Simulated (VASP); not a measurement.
Level of theory: PBE GGA, VASP's PBE PAW potentials (set 64) (plane waves; VASP 6.6.1). For the first row: Settings: 520 eV cut-off, 10×10×10 Γ-centred mesh, first-order Methfessel-Paxton smearing of 0.10 eV, potentials In_d Sb.

| system | energy (eV/atom) |
|---|---|
| InSb (zinc blende) | -3.4761 |
| In atom | -0.2489 |
| Sb atom | -1.4301 |

Atoms are spin-polarised in a large box without symmetry, with the spin fixed by Hund's rule, and may not be in the lowest state of each functional; no zero-point energy is added.  Spin-orbit coupling is left out, which shifts such energies by up to tenths of an eV for the heavy elements here.

**Question.** What is the cohesive energy per atom of InSb?

**Answer.** The references average (1×(-0.2489) + 1×(-1.4301))/2 = -0.8395 eV, so the cohesive energy is -0.8395 − (-3.4761) = 2.637 eV/atom. Measured: 2.810 eV/atom at 0 K (as given by Daniel Mejia-Rodriguez et al., Physical Review B (2018), arXiv:1807.09216; static lattice: zero-point vibration energy added).
